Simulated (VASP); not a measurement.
Level of theory: PBEsol GGA, VASP's PBE PAW potentials (set 64) (plane waves; VASP).

The input files of a VASP run:

### POSCAR
```
NaCl(110) slab
1.0
  3.9602802426   0.0000000000   0.0000000000
  0.0000000000   5.6006823752   0.0000000000
  0.0000000000   0.0000000000  26.7762735698
Na Cl
6 6
Cartesian
  0.0000000000   0.0000000000   8.4377928799
  1.9801401213   2.8003411876  10.4179250866
  0.0000000000   0.0000000000  12.3980572934
  1.9801401213   2.8003411876  14.3782162764
  0.0000000000   0.0000000000  16.3583484832
  1.9801401213   2.8003411876  18.3384806899
  1.9801401213   0.0000000000  10.4179250866
  0.0000000000   2.8003411876   8.4377928799
  1.9801401213   0.0000000000  14.3782162764
  0.0000000000   2.8003411876  12.3980572934
  1.9801401213   0.0000000000  18.3384806899
  0.0000000000   2.8003411876  16.3583484832
```

### KPOINTS
```
Automatic mesh
0
Gamma
5 4 1
0 0 0
```

**INCAR**
```
# general
SYSTEM  =  NaCl(110) slab
PREC    =  Normal
ENCUT   =  400
LREAL   =  .FALSE.
LASPH   =  .TRUE.

# electronic loop
EDIFF   =  1E-5
NELM    =  100
NELMIN  =  4
ALGO    =  Normal

# smearing
ISMEAR  =  0
SIGMA   =  0.05

# functional
GGA     =  PS

# ions
IBRION  =  2
NSW     =  50
ISIF    =  2
EDIFFG  =  -0.03

# output
LWAVE   =  .TRUE.
LCHARG  =  .FALSE.

# other
LDIPOL  =  .TRUE.
IDIPOL  =  3
DIPOL   =  0.5 0.5 0.5
```

POTCAR, in this order: Na_pv Cl (PBE.64 set). Program: vasp_std.

Estimate the energy per atom (σ→0), band gap (on the k-mesh).

The energy per atom (σ→0) is -3.417 eV/atom. The band gap (on the k-mesh) is 4.36 eV.

OSZICAR:
```
...
  12 F= -.41006457E+02 E0= -.41006457E+02  d E =-.675343E-02
       N       E                     dE             d eps       ncg     rms          rms(c)
DAV:   1    -0.410047737333E+02    0.16928E-02   -0.11676E+00   950   0.353E+00    0.196E-01
DAV:   2    -0.410072342354E+02   -0.24605E-02   -0.25911E-02  1112   0.712E-01    0.783E-02
DAV:   3    -0.410072296225E+02    0.46129E-05   -0.57654E-04  1042   0.106E-01    0.619E-02
DAV:   4    -0.410072109806E+02    0.18642E-04   -0.89554E-05  1038   0.374E-02    0.357E-02
DAV:   5    -0.410072137065E+02   -0.27258E-05   -0.11988E-05   700   0.168E-02
  13 F= -.41007214E+02 E0= -.41007214E+02  d E =-.757115E-03
```

The cell is a thin slab with vacuum, built from NaCl (rock salt): (110) face.
